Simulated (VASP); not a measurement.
Here is the system:

```yaml
crystal:
  lattice:
    - [-1.38956, 1.38956, 6.57515]
    - [1.38956, -1.38956, 6.57515]
    - [1.38956, 1.38956, -6.57515]
  atoms:
    - { symbol: Ti, position: [0.67739, 0.67739, 0.00000] }
    - { symbol: Ti, position: [0.32261, 0.32261, 0.00000] }
    - { symbol: Cd, position: [0.00000, 0.00000, 0.00000] }
```

Level of theory: PBEsol GGA, VASP's PBE PAW potentials (set 64) (plane waves; VASP). Run with 300 eV cut-off, 11×11×11 Γ-centred mesh, Fermi-Dirac smearing of 0.10 eV, potentials Ti_sv Cd.

At this cut-off the stress carries a Pulay error, which pulls relaxed volumes low.

Estimate the energy per atom (σ→0), pressure, largest force, band gap (on the k-mesh) with the smallest direct gap where there is one.

- band gap (on the k-mesh) = none (metal, semimetal or under 0.01 eV)
- energy per atom (σ→0) = -6.034 eV/atom
- pressure = 5.28 GPa
- largest force = 0.396 eV/Å

Only differences to runs with the same potentials and settings are physical.

The structure comes from a computed database's Ti2Cd entry; how it stands against other phases isn't given here. The cell was not relaxed at this level.
